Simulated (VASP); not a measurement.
Crystal: B2Br.

```
B Br
1.0
     3.74534    0.00000    0.00000
    -1.87267    3.24357    0.00000
     0.00000    0.00000    9.17408
B Br
4 2
Direct
  0.00000 0.00000 0.38000
  0.00000 0.00000 0.62000
  0.66670 0.33330 0.02300
  0.33330 0.66670 0.97700
  0.66670 0.33330 0.30600
  0.33330 0.66670 0.69400
```

The cell was built by a generator and needn't be a form met in nature.

* Program: VASP 6.6.1
* Task: relaxation of cell and atoms
* Functional: PBE
* Potentials or basis: VASP PAW PBE potentials, release 64 (B, Br)
* Cutoff: 600 eV
* k mesh: 9 × 9 × 3
* Occupations: fermi-dirac, width 0.1 eV
* Spin: no spin polarisation

At the start: pressure -9.5 GPa; volume 18.57 Å³/atom.

Where does the relaxation end?

Over 23 steps the energy falls by 645.9 meV/atom and the volume is 14.37 Å³/atom (-22.6 %); space group P-3m1 (No. 164, to 0.05 Å).

The path:
```csv
step,energy change (eV),largest force (eV/Å),pressure (GPa),volume (Å³)
1,0.0000,2.4356,-9.51,111.45
2,-1.9092,2.1817,-6.89,94.57
3,-2.3359,1.1671,2.59,82.55
4,-2.3882,0.8048,-1.50,86.21
5,-2.3963,0.8588,-0.68,85.23
6,-2.6507,0.9336,0.39,83.04
7,-3.3795,1.0814,6.24,76.04
8,1.6564,1.8387,51.84,60.65
9,-3.4340,0.6457,8.02,74.81
10,-3.5621,0.6964,5.39,76.57
11,-3.5741,0.8531,4.22,77.46
12,-3.6628,0.7228,1.85,79.37
13,-3.7262,0.5134,-1.71,82.79
14,-3.7656,0.4109,-0.64,82.48
15,-3.7766,0.5773,0.34,82.23
16,-3.8035,0.2613,0.74,82.17
17,-3.8223,0.4272,1.69,82.04
18,-3.8446,0.3200,1.27,82.94
19,-3.8722,0.1518,0.44,85.37
20,-3.8726,0.1393,0.36,85.65
21,-3.8743,0.1825,0.11,86.06
22,-3.8746,0.0914,0.17,85.95
23,-3.8751,0.0293,-0.11,86.21
```

Final structure:
```
B Br
1.0
     3.10285    0.00071   -0.00317
    -1.55081    2.68750    0.00317
    -0.00908    0.00524   10.33648
B Br
4 2
Direct
  0.99968 0.00032 0.42272
  0.00032 0.99968 0.57728
  0.66672 0.33328 0.99986
  0.33328 0.66672 0.00014
  0.66699 0.33301 0.29343
  0.33301 0.66699 0.70657
```

Caveat: the volume moved by over 15 % at a fixed basis, so the end points are rough; this functional lacks dispersion, which binds the layers, so the pressure and a relaxed spacing across them are unreliable.
